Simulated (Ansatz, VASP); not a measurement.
**Cross-check of Co between VASP and Ansatz**

Aim: how closely do two programs agree when they are given the same cell, functional and k mesh? The cell is taken from a series of runs on this material, whose earlier steps may have relaxed, scaled, displaced or heated it; both programs get it as it stands.

Program: Ansatz 0.2.0. Level of theory: plane waves, with VASP 6.6.1 beside it; single point at PBEsol. Results are calculated unless marked as measured.

## 1. Starting point

Symmetry: P6_3/mmc, No. 194, hexagonal system. Conventional cell: a = 2.429 Å, b = 2.429 Å, c = 7.951 Å, α = 90.00°, β = 90.00°, γ = 120.00°. Nearest to Co lie 12 Co at 2.43 Å. Nearest to Co lie 12 Co at 2.43 Å.

## 2. Ansatz: single point, PBEsol, pair 1

Ansatz runs on its PAW soft_1 files.

With cell and atoms fixed, the geometry can't cause a difference; cores, projectors, grids and the points listed under the comparison can.

Input file input.yaml:

```yaml
crystal:
  lattice:
    - [2.42867976, 0.0, 0.0]
    - [-1.21433988, 2.10329837, 0.0]
    - [0.0, 0.0, 7.9511186]
  atoms:
    - { symbol: Co, position: [0.0, 0.0, 0.0], spin: 0.6 }
    - { symbol: Co, position: [0.33333333, 0.66666667, 0.25], spin: 0.6 }
    - { symbol: Co, position: [0.0, 0.0, 0.5], spin: 0.6 }
    - { symbol: Co, position: [0.66666667, 0.33333333, 0.75], spin: 0.6 }
magnetization:
  spin_polarized: true
kpoints:
  mp_grid: { grid: [19, 19, 5] }
hamiltonian:
  xc: pbesol
  pseudopotentials: { kind: paw, azcp: { folder: soft_1 }, xc_functional: pbe }
scf:
  occupations: { method: fermi_dirac, width: 0.1 }
  max_iter: 120
  convergence: { dr2_threshold: 1.0e-08 }
  lower_state_search: "off"
basis:
  ecutwfc: 420.0
output:
  stress: true
```

Run with:

```
ansatz run input.yaml --threads 1 --pin off --max-ram 2048MiB --backend cpu --events-out ev --progress --plain --runs-dir out
```

Numbers of over 12 decimals in the logs are rounded to 6 here.

Output:

```text
Warning: output.stress: scf.convergence.dr2_threshold = 1e-8 eV is looser than the 4e-10 eV advised for a printed stress (1e-10 eV for each atom of the cell: 4). What an SCF threshold leaves in a stress goes as its square root, and in the free energy as the threshold itself, and one threshold admits the most on a small cell: [figures from the program's tests cut] Set scf.convergence.dr2_threshold to 4e-10 eV or tighter. The threshold is an SCF's pass mark: one that does not reach it within its budget of iterations ends unconverged, or closes short of it on a stop that the run arms, and scf.convergence.dr2_threshold's page says what that costs each kind of run
Engine: ansatz 0.2.0, aarch64-unknown-linux-gnu
Pseudopotentials: kind: paw
Pseudopotential: Co, paw, valence charge 17, recommended cutoff 420 eV (normal), soft_1/Co.paw.azcp
Functional definition: PBEsol
  exchange = pbesol_x
  correlation = pbesol_c
Crystal: 4 atoms, lattice volume = 40.616 Å³
Basis set: ecut = 420 eV, 753 PW (Γ)
Bands: 43, of which v1, the nominal top of the filled ones, is band 34 counted from 1 (33 counted from 0)
Symmetry: 24 space group operations
Space group: P63/mmc (ITA 194), of the structure as read, at distance tolerance 3.4e-5 Å
Magnetic group: BNS 194.263 (UNI 1493), of the structure as read, at distance tolerance 3.4e-5 Å
k-points: 120 of 1805
Non-local potential: Co, projectors of the file, l = 0: 3, l = 1: 2, l = 2: 3, l = 3: 1
PAW form: soft (Blöchl's): semilocal exchange-correlation on the pseudo side does not see the compensation charge
PAW frozen core: Co, regenerated for the run's functional, and the local potential with it (the file was generated under x = pbe(κ = 0.804, μ = 0.219515), c = pbe(β = 0.066725))
PAW one-centre angular grid: Co, 590 points (default); XC on 64 Gauss nodes
Initial density: superposition of atomic densities (chi_scale 0.1, normalization cell)
Starting moments: Σ|m| = 2.4 μB on 4 of 4 sites
Initial wavefunctions: pseudopotential atomic-orbital guess
Functional: x = pbesol(κ = 0.804, μ = 0.123457), c = pbesol(β = 0.046)
iter 1 solved again at ethr=1.61e-3 eV; its pass at ethr=3.10e-3 eV (dr2=1.09e0 eV) is discarded
SCF iter   1: F=—  HF=-20371.681015 eV  |F-HF|=—  |Δ(HF+E_count)|=         —  Δρ=4.69e-2 (↑1.84e-2 ↓4.69e-2)  dr2=1.10e0  dr2_m=1.02e-1  M=2.416 μB ∫|m|=2.461 μB  β_m=1.00  ethr=1.61e-3  ⟨swp⟩=1.0  Hψ=45188  notcnv=0
preconditioner: auto → none  [metal: Δε(μ)=0.000 eV  Ē_g=7.253 eV  σ=0.100 eV  W_gap=0.00  n_scr=6 (ndim 8)  ℏωp=35.0 eV  f_vac=0.000  D(μ)=9.01/eV (n_scr^D=190)  sad-step TF]
SCF iter   2: F=—  HF=-20371.403111 eV  |F-HF|=—  |Δ(HF+E_count)|=   2.78e-1  Δρ=1.97e-2 (↑1.97e-2 ↓1.60e-2)  dr2=6.21e-2  dr2_m=7.98e-2  M=2.689 μB ∫|m|=2.815 μB  β_m=1.00  ethr=1.61e-3  ⟨swp⟩=2.6  Hψ=16515  notcnv=0
SCF iter   3: F=—  HF=-20371.469220 eV  |F-HF|=—  |Δ(HF+E_count)|=   6.61e-2  Δρ=2.78e-2 (↑2.78e-2 ↓2.77e-2)  dr2=9.06e-1  dr2_m=5.83e-2  M=2.957 μB ∫|m|=3.111 μB  β_m=1.00  ethr=9.13e-5  ⟨swp⟩=2.3  Hψ=17585  notcnv=0  defer=82
SCF iter   4: F=—  HF=-20371.516812 eV  |F-HF|=—  |Δ(HF+E_count)|=   4.76e-2  Δρ=3.98e-2 (↑3.31e-2 ↓3.98e-2)  dr2=1.75e0  dr2_m=7.54e-2  M=3.234 μB ∫|m|=3.403 μB  β_m=1.00  ethr=9.13e-5  ⟨swp⟩=2.0  Hψ=16112  notcnv=0  defer=122
SCF iter   5: F=—  HF=-20371.553822 eV  |F-HF|=—  |Δ(HF+E_count)|=   3.70e-2  Δρ=1.66e-2 (↑1.66e-2 ↓1.10e-2)  dr2=1.27e-2  dr2_m=7.00e-2  M=3.529 μB ∫|m|=3.712 μB  β_m=1.00  ethr=9.13e-5  ⟨swp⟩=2.3  Hψ=17360  notcnv=0  defer=150
SCF iter   6: F=—  HF=-20371.573136 eV  |F-HF|=—  |Δ(HF+E_count)|=   1.93e-2  Δρ=1.60e-2 (↑1.60e-2 ↓1.09e-2)  dr2=6.92e-3  dr2_m=6.66e-2  M=3.841 μB ∫|m|=4.040 μB  β_m=1.00  ethr=1.86e-5  ⟨swp⟩=1.3  Hψ=12216  notcnv=0  defer=151
SCF iter   7: F=—  HF=-20371.595342 eV  |F-HF|=—  |Δ(HF+E_count)|=   2.22e-2  Δρ=1.42e-2 (↑1.13e-2 ↓1.42e-2)  dr2=2.19e-3  dr2_m=6.03e-2  M=4.139 μB ∫|m|=4.356 μB  β_m=1.00  ethr=1.02e-5  ⟨swp⟩=1.5  Hψ=12797  notcnv=0  defer=151
SCF iter   8: F=—  HF=-20371.627321 eV  |F-HF|=—  |Δ(HF+E_count)|=   3.20e-2  Δρ=1.43e-2 (↑1.43e-2 ↓1.33e-2)  dr2=4.56e-4  dr2_m=7.11e-2  M=4.464 μB ∫|m|=4.697 μB  β_m=1.00  ethr=3.22e-6  ⟨swp⟩=2.0  Hψ=14106  notcnv=0  defer=151
SCF iter   9: F=—  HF=-20371.657328 eV  |F-HF|=—  |Δ(HF+E_count)|=   3.00e-2  Δρ=1.38e-2 (↑1.38e-2 ↓1.31e-2)  dr2=5.10e-4  dr2_m=6.69e-2  M=4.776 μB ∫|m|=5.029 μB  β_m=1.00  ethr=6.70e-7  ⟨swp⟩=2.1  Hψ=18988  notcnv=0  defer=151
[...]
Mixer restart at iter 15: flushing history
spin-set hold released at iteration 15 (site moments contracting): the magnetisation degrees of freedom join the quasi-Newton model from the next iteration; the mixer history was flushed
SCF iter  16: F=—  HF=-20371.940460 eV  |F-HF|=—  |Δ(HF+E_count)|=   4.30e-2  Δρ=6.99e-3 (↑6.67e-3 ↓6.99e-3)  dr2=4.25e-3  dr2_m=1.63e-2  M=6.020 μB ∫|m|=6.417 μB  β_m=0.64  ethr=6.70e-7  ⟨swp⟩=2.0  Hψ=18823  notcnv=0  defer=153
SCF iter  17: F=—  HF=-20372.356234 eV  |F-HF|=—  |Δ(HF+E_count)|=   4.16e-1  Δρ=1.14e-1 (↑3.87e-2 ↓1.14e-1)  dr2=9.45e0  dr2_m=5.36e-1  M=6.070 μB ∫|m|=6.510 μB  β_m=0.10  ethr=6.70e-7  ⟨swp⟩=4.1  Hψ=30660  notcnv=0  defer=158  recentre
SCF iter  18: F=—  HF=-20371.974426 eV  |F-HF|=—  |Δ(HF+E_count)|=   3.82e-1  Δρ=7.68e-3 (↑7.68e-3 ↓7.15e-3)  dr2=5.94e-3  dr2_m=1.90e-2  M=6.102 μB ∫|m|=6.521 μB  β_m=0.25  ethr=6.70e-7  ⟨swp⟩=3.3  Hψ=28031  notcnv=0  defer=166
SCF iter  19: F=—  HF=-20371.997352 eV  |F-HF|=—  |Δ(HF+E_count)|=   2.29e-2  Δρ=2.88e-3 (↑1.49e-3 ↓2.88e-3)  dr2=6.14e-4  dr2_m=1.73e-3  M=6.284 μB ∫|m|=6.769 μB  β_m=0.26  ethr=6.70e-7  ⟨swp⟩=2.6  Hψ=21526  notcnv=0  defer=166
SCF iter  20: F=—  HF=-20371.998721 eV  |F-HF|=—  |Δ(HF+E_count)|=   1.37e-3  Δρ=6.51e-4 (↑6.51e-4 ↓4.95e-4)  dr2=6.79e-5  dr2_m=1.09e-4  M=6.274 μB ∫|m|=6.758 μB  β_m=0.26  ethr=6.70e-7  ⟨swp⟩=2.1  Hψ=17699  notcnv=0  defer=166
SCF iter  21: F=—  HF=-20371.998740 eV  |F-HF|=—  |Δ(HF+E_count)|=   1.91e-5  Δρ=1.80e-4 (↑1.80e-4 ↓1.71e-4)  dr2=9.99e-7  dr2_m=1.07e-5  M=6.278 μB ∫|m|=6.764 μB  β_m=0.56  ethr=9.98e-8  ⟨swp⟩=1.5  Hψ=11766  notcnv=0  defer=166
SCF iter  22: F=—  HF=-20371.998750 eV  |F-HF|=—  |Δ(HF+E_count)|=   1.04e-5  Δρ=1.19e-4 (↑7.72e-5 ↓1.19e-4)  dr2=4.90e-6  dr2_m=2.60e-6  M=6.278 μB ∫|m|=6.767 μB  β_m=0.78  ethr=1.47e-9  ⟨swp⟩=2.1  Hψ=18608  notcnv=0  defer=166
SCF iter  23: F=—  HF=-20371.998753 eV  |F-HF|=—  |Δ(HF+E_count)|=   2.17e-6  Δρ=1.81e-5 (↑1.15e-5 ↓1.81e-5)  dr2=1.20e-7  dr2_m=3.37e-8  M=6.277 μB ∫|m|=6.767 μB  β_m=0.73  ethr=1.47e-9  ⟨swp⟩=2.1  Hψ=14525  notcnv=0  defer=166
SCF iter  24: F=-20371.998753 eV  HF=-20371.998753 eV  |F-HF|=4.37e-9  |Δ(HF+E_count)|=   1.07e-9  Δρ=3.55e-6 (↑3.55e-6 ↓2.57e-6)  dr2=6.39e-9  dr2_m=1.55e-9  M=6.277 μB ∫|m|=6.767 μB  ethr=1.47e-11  ⟨swp⟩=3.8  Hψ=44059  notcnv=0
SCF 1 converged in 24 iterations: F = -20371.998753 eV  dr2 = 6.39e-9
  greatest PAW one-centre occupation: 1.001 electrons in one spin orbital (limit 2), on the Co atom at site 0 (counted from 0), in its partial waves of l = 1
SCF converged after 24 iterations
Magnetization: 6.2772 μB (37.1386 up, 30.8614 down)
Absolute magnetization: 6.7752 μB (∫|ρ↑−ρ↓|, with the PAW one-centre terms)
Spin contamination: 0.0835 ħ² per cell (⟨S²⟩ above its minimum at these occupations)
Per-site moments (μB) at R_I (Å): [(1.617455, 1.001830), (1.634834, 1.001830), (1.617455, 1.001830), (1.634834, 1.001830)]
Free energy (F): -20371.998753 eV
Harris-Foulkes:  -20371.998753 eV  (|F-HF|=4.37e-9)
Internal energy: -20371.873113 eV  (E = F + TS)
E sigma→0 (E₀):  -20371.935933 eV
Entropy (-TS):   -0.125640 eV (-31.410 meV/atom)
Fermi energy:    20.104815 eV
--- Per-component energies (eV) ---
  E_band       = -883.380929
  E_kinetic    = 1173.251044
  E_local      = -10216.758372  (includes V_loc(G=0)·N_el)
  E_nonlocal   = 1742.211587
  E_hartree    = 4551.139228
  E_xc         = -370.148380
  E_vxc        = -478.265819  (∫ρ·V_xc dr)
  E_paw        = -6151.270842  (= ΣΔE_a)
  E_vpaw       = -2206.090484  (= ΣTr[D̂ρ^β])
  E_aug_tail   = -0.000088  (compensation charges beyond the density's cutoff)
  E_ewald      = -11101.050968
  E_core_change = 0.753678  (= ΣΔE_core)
  E_smearing   = -0.125640  (= −TS)
  E_closure    = 0.000000  (closes the sum)
  Σ components = -20371.998753   (vs F -20371.998753, Δ=0.00e0)
--- Stress (GPa, compression-positive) ---
        7.280633       0.000000       0.000000
        0.000000       7.280633       0.000000
        0.000000       0.000000       3.909289
  P = ⅓ Tr σ = 6.1569 GPa (61.569 kbar)
```

The run ends at a pressure of 6.16 GPa.

## 3. VASP: single point, PBEsol, pair 1

The same cell, functional, mesh and smearing now go to VASP, with its own data sets.

Lines of VASP's logs that name or quote its potential files are left out, and so is its time.

Input file INCAR:

```
SYSTEM = Co
PREC = Accurate
ENCUT = 600
EDIFF = 1E-06
NELM = 200
ISMEAR = -1
SIGMA = 0.1
LREAL = .FALSE.
ALGO = Normal
GGA = PS
NBANDS = 30
ISPIN = 2
MAGMOM = 1.62 1.63 1.62 1.63
LASPH = .TRUE.
LMAXMIX = 4
LORBIT = 11
LWAVE = .FALSE.
LCHARG = .FALSE.
ISIF = 2
GGA_COMPAT = .FALSE.
KPAR = 2
```

Input file POSCAR:

```
Co
1.0
    2.4286797600      0.0000000000      0.0000000000
   -1.2143398800      2.1032983700      0.0000000000
    0.0000000000      0.0000000000      7.9511186000
Co
4
Direct
    0.0000000000      0.0000000000      0.0000000000
    0.3333333333      0.6666666667      0.2500000000
    0.0000000000      0.0000000000      0.5000000000
    0.6666666667      0.3333333333      0.7500000000
```

Input file KPOINTS:

```
Automatic mesh
0
Gamma
19 19 5
0 0 0
```

Potentials, in the order of the species: Co (PBE family, release 64).

Run with:

```
mpirun -np 2 vasp_std
```

Output:

```text
[banner, memory and clock lines left out]
running    2 mpi-ranks, on    1 nodes
 distrk:  each k-point on    1 cores,    2 groups
 distr:  one band on    1 cores,    1 groups

 POSCAR found type information on POSCAR Co
 POSCAR found :  1 types and       4 ions
|                                                                             |
|               ----> ADVICE to this user running VASP <----                  |
|                                                                             |
|     You enforced a specific xc type in the INCAR file but a different       |
|     [... a line on the potential file left out ...]
|     I HOPE YOU KNOW WHAT YOU ARE DOING!                                     |
|                                                                             |

 LDA part: xc-table for (Slater+PW92), standard interpolation
 POSCAR, INCAR and KPOINTS ok, starting setup
 FFT: planning ... GRIDC
 FFT: planning ... GRID_SOFT
 FFT: planning ... GRID
 WAVECAR not read
 entering main loop
       N       E                     dE             d eps       ncg     rms          rms(c)
DAV:   1     0.252886565895E+03    0.25289E+03   -0.16729E+04 14736   0.180E+03
DAV:   2    -0.194297566307E+02   -0.27232E+03   -0.25376E+03 14424   0.330E+02
DAV:   3    -0.357325878987E+02   -0.16303E+02   -0.15364E+02 15744   0.109E+02
DAV:   4    -0.360354250832E+02   -0.30284E+00   -0.30231E+00 17746   0.145E+01
DAV:   5    -0.360476397575E+02   -0.12215E-01   -0.12214E-01 19958   0.230E+00    0.237E+01
DAV:   6    -0.316683089649E+02    0.43793E+01   -0.27610E+01 16118   0.794E+01    0.102E+01
DAV:   7    -0.315358645092E+02    0.13244E+00   -0.58029E+00 16656   0.415E+01    0.126E+01
DAV:   8    -0.317442549492E+02   -0.20839E+00   -0.68873E+00 16974   0.508E+01    0.131E+01
DAV:   9    -0.309794606314E+02    0.76479E+00   -0.18560E+00 17704   0.269E+01    0.274E+00
DAV:  10    -0.309544791957E+02    0.24981E-01   -0.13779E-01 17930   0.423E+00    0.917E-01
DAV:  11    -0.309569330282E+02   -0.24538E-02   -0.11036E-02 17238   0.999E-01    0.411E-01
DAV:  12    -0.309585991193E+02   -0.16661E-02   -0.18998E-03 20238   0.498E-01    0.191E-01
DAV:  13    -0.309585754548E+02    0.23664E-04   -0.32037E-04 16146   0.190E-01    0.821E-02
DAV:  14    -0.309585611140E+02    0.14341E-04   -0.76316E-05 22462   0.164E-01    0.280E-02
DAV:  15    -0.309585650931E+02   -0.39791E-05   -0.12801E-05 19174   0.444E-02    0.287E-02
DAV:  16    -0.309585627685E+02    0.23246E-05   -0.11411E-05 15302   0.690E-02    0.440E-03
DAV:  17    -0.309585629221E+02   -0.15359E-06   -0.70055E-07  8136   0.877E-03
   1 F= -.30958563E+02 E0= -.30894656E+02  d E =-.127813E+00  mag=     6.2550
```

Parts of OUTCAR (step 3):

```text
ion  position               nearest neighbor table
   1  0.000  0.000  0.000-   2 2.43   4 2.43   4 2.43   2 2.43   4 2.43   2 2.43
   2  0.333  0.667  0.250-   1 2.43   3 2.43   1 2.43   3 2.43   1 2.43   3 2.43
   3  0.000  0.000  0.500-   2 2.43   4 2.43   4 2.43   2 2.43   4 2.43   2 2.43
   4  0.667  0.333  0.750-   1 2.43   3 2.43   1 2.43   3 2.43   1 2.43   3 2.43

  LATTYP: Found a hexagonal cell.
 ALAT       =     2.4286797600
 C/A-ratio  =     3.2738439752

 Subroutine GETGRP returns: Found 24 space group operations
 (whereof 12 operations were pure point group operations)

The static configuration has the point symmetry D_3d.
 The point group associated with its full space group is D_6h.

 Found    120 irreducible k-points:

   k-points           NKPTS =    120   k-points in BZ     NKDIM =    120   number of bands    NBANDS=     30

   dimension x,y,z NGX =    20 NGY =   20 NGZ =   64
   dimension x,y,z NGXF=    40 NGYF=   40 NGZF=  128

   ENCUT  =  600.0 eV  44.10 Ry    6.64 a.u.   4.85  4.85 15.88*2*pi/ulx,y,z

   NELECT =      36.0000    total number of electrons

 k-points in reciprocal lattice and weights: Automatic mesh
   0.00000000  0.00000000  0.00000000       0.001
   0.05263158  0.00000000  0.00000000       0.003
   0.10526316  0.00000000  0.00000000       0.003
   0.15789474  0.00000000  0.00000000       0.003
   0.21052632  0.00000000  0.00000000       0.003
   0.26315789  0.00000000  0.00000000       0.003
   0.31578947  0.00000000  0.00000000       0.003
   0.36842105  0.00000000  0.00000000       0.003
   0.42105263  0.00000000  0.00000000       0.003
[...]
0.36842105  0.26315789  0.40000000       0.007
   0.31578947  0.31578947  0.40000000       0.007

 average (electrostatic) potential at core
       1 -77.2466       2 -77.2615       3 -77.2466       4 -77.2615

 E-fermi :  11.0946

 spin component 1
 k-point     1 :       0.0000    0.0000    0.0000
  band No.  band energies     occupation
    ...
     20      10.0126      0.99998
     21      10.0126      0.99998
     22      10.4447      0.99850
     23      10.4447      0.99850
     24      10.7142      0.97820
     25      17.8149      0.00000
     26      26.4690      0.00000
     27      26.4790      0.00000
     28      33.4399      0.00000
     29      34.0282      0.00000
    ...

 k-point     2 :       0.0526    0.0000    0.0000
  band No.  band energies     occupation
    ...
     19       9.7312      1.00000
     20       9.8419      1.00000
     21      10.0069      0.99998
     22      10.0496      0.99997
     23      10.4512      0.99840
     24      11.4841      0.01993
     25      17.8284      0.00000
     26      26.5407      0.00000
     27      26.5496      0.00000
     28      32.9424      0.00000
    ...

 k-point     3 :       0.1053    0.0000    0.0000
  band No.  band energies     occupation
    ...
     19       9.7358      1.00000
     20       9.9797      0.99999
     21       9.9926      0.99998
     22      10.1605      0.99991
     23      10.4694      0.99808
     24      12.4697      0.00000
     25      17.8731      0.00000
     26      26.7520      0.00000
     27      26.7577      0.00000
     28      31.0922      0.00000
    ...

 k-point     4 :       0.1579    0.0000    0.0000
  band No.  band energies     occupation
    ...
     19       9.7651      1.00000
     20       9.9794      0.99999
     21      10.2209      0.99984
     22      10.3364      0.99949
     23      10.4954      0.99751
     24      13.5435      0.00000
     25      17.9595      0.00000
     26      27.0784      0.00000
     27      27.0823      0.00000
     28      28.6701      0.00000
    ...

 k-point     5 :       0.2105    0.0000    0.0000
  band No.  band energies     occupation
    ...
     19       9.8062      1.00000
     20       9.9869      0.99998
     21      10.4818      0.99782
     22      10.5243      0.99667
     23      10.5591      0.99530
     24      14.6944      0.00000
     25      18.0993      0.00000
     26      26.1295      0.00000
     27      27.3205      0.00000
     28      27.5999      0.00000
    ...

 k-point     6 :       0.2632    0.0000    0.0000
  band No.  band energies     occupation
    ...
     19       9.8958      0.99999
     20      10.0466      0.99997
     21      10.5523      0.99560
     22      10.7500      0.96911
     23      10.8174      0.94115
     24      15.9119      0.00000
     25      18.2837      0.00000
     26      23.8152      0.00000
     27      25.8438      0.00000
     28      26.0707      0.00000
    ...

  Total        1.5663694      1.5663694      0.7276153     -0.0000000     -0.0000000      0.0000000
  in kB       61.7881805     61.7881805     28.7020567     -0.0000000     -0.0000000      0.0000000
  external PRESSURE =      50.7594725 kB  Pullay stress =       0.0000000 kB

  energy-cutoff  :      600.00
  volume of cell :       40.62
      direct lattice vectors                 reciprocal lattice vectors
     2.428679760  0.000000000  0.000000000     0.411746339  0.237721860  0.000000000
    -1.214339880  2.103298370  0.000000000     0.000000000  0.475443719  0.000000000
     0.000000000  0.000000000  7.951118600     0.000000000  0.000000000  0.125768467

 POSITION                                       TOTAL-FORCE (eV/Angst)
 -----------------------------------------------------------------------------------
      0.00000      0.00000      0.00000         0.000000      0.000000      0.000000
     -0.00000      1.40220      1.98778         0.000000     -0.000000     -0.000000
      0.00000      0.00000      3.97556         0.000000      0.000000      0.000000
      1.21434      0.70110      5.96334        -0.000000      0.000000      0.000000
 -----------------------------------------------------------------------------------
    total drift:                                0.000000     -0.000000      0.000000

  FREE ENERGIE OF THE ION-ELECTRON SYSTEM (eV)
  ---------------------------------------------------
  free  energy   TOTEN  =       -30.9585629221 eV

  energy  without entropy=      -30.8307498437  energy(sigma->0) =      -30.89465638

 total charge
# of ion       s       p       d       tot
------------------------------------------
    1        0.519   0.585   7.307   8.411
    2        0.519   0.588   7.300   8.407
    3        0.519   0.585   7.307   8.411
    4        0.519   0.588   7.300   8.407
--------------------------------------------------
tot          2.076   2.345  29.214  33.635

 magnetization (x)
# of ion       s       p       d       tot
------------------------------------------
    1       -0.014  -0.047   1.619   1.557
    2       -0.014  -0.048   1.636   1.574
    3       -0.014  -0.047   1.619   1.557
    4       -0.014  -0.048   1.636   1.574
--------------------------------------------------
tot         -0.057  -0.191   6.510   6.262

[... 6 further parts left out ...]
```

The magnetic state follows from one typed start and may not be the lowest.

## 4. Comparison

Known differences besides the potentials themselves: VASP starts from the moments at which Ansatz ended; the data sets hold 68 valence electrons in Ansatz (on its PAW soft_1 files) and 36 in VASP; the cutoff is 420 eV in Ansatz and 600 eV in VASP; Ansatz makes its cores anew for this functional, VASP keeps those of its PBE data sets; site moments are counted in spheres of each program's own size. Total energies have different zeros and are not compared.

The two programs side by side:

```csv
quantity,Ansatz,VASP,difference
pressure (GPa),6.16,5.08,+1.08
total moment (μB),6.28,6.25,+0.02
moment on Co2 (μB),1.64,1.57,+0.06
moment on Co4 (μB),1.64,1.57,+0.06
moment on Co1 (μB),1.62,1.56,+0.06
moment on Co3 (μB),1.62,1.56,+0.06
```

## 5. What the set-up changes

Further runs change the set-up of one program: Ansatz's method, potentials or start, or VASP's data sets, cutoff or form of LDA. The table gives Ansatz less VASP for each quantity, since a change that brings one quantity closer may part another.

```csv
run,pressure (GPa),total moment (μB)
as above,1.1,0.022
VASP with the data sets Co_sv,3.6,0.0018
```

(Part 1 of 2 ends here.)

[Lines on the potential files, build, host, timing and source positions are cut from VASP's logs without a mark.]

[Logs are printed without paths, hosts, clocks, repeated set-up lines and the standing remarks that a program may print on its own settings, such as how far it seeks lower states.]

[Hosts, paths, dates, database ids (printed as entryN), source tags and the programs' standing remarks are cut or masked in the printed files.]
